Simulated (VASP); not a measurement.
Consider the following.

```xyz
2
Lattice="0.0000 2.7474 2.7474 2.7474 0.0000 2.7474 2.7474 2.7474 0.0000" Properties=species:S:1:pos:R:3 pbc="T T T"
Zn     0.0000     0.0000     0.0000
Se     1.3737     1.3737     1.3737
```

Calculation: PBE GGA, VASP's PBE PAW potentials (set 64) (plane waves; VASP). Numerical set-up: 500 eV cut-off, 8×8×8 Γ-centred mesh, Gaussian smearing of 0.050 eV, potentials Zn Se.

Q: Estimate the energy per atom (σ→0), pressure, band gap (on the k-mesh) with the smallest direct gap where there is one.

A: 
The band gap (on the k-mesh) is 1.68 eV and the smallest direct gap (on the k-mesh) comes out as 1.68 eV. The energy per atom (σ→0) is -2.936 eV/atom and the pressure comes out as 99.7 kbar.

The absolute energy has meaning only against runs of the same code, potentials and settings.

The compound is ZnSe in the zinc blende structure. It was relaxed first under an external pressure of 10 GPa.
